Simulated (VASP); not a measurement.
Mo:

```
CELL_PARAMETERS angstrom
-1.57342 1.57342 1.57342
1.57342 -1.57342 1.57342
1.57342 1.57342 -1.57342
ATOMIC_POSITIONS crystal
Mo 0.00000 0.00000 0.00000
```

Base run:

* Program: VASP 6.6.1
* Functional: PBE
* Potentials or basis: VASP PAW PBE potentials, release 64 (Mo_sv)
* Cutoff: 700 eV
* k mesh: 14 × 14 × 14
* Occupations: gaussian, width 0.1 eV
* Spin: no spin polarisation

Its results: band gap on the k mesh none (metal or under the smearing width); pressure 4.7 GPa.

Question: The run is repeated on the same cell with these changes: cutoff from 700 eV to 520 eV; k mesh from 14 × 14 × 14 to 20 × 20 × 20. What comes out?

Answer: Band gap on the k mesh none (metal or under the smearing width); pressure 4.2 GPa.
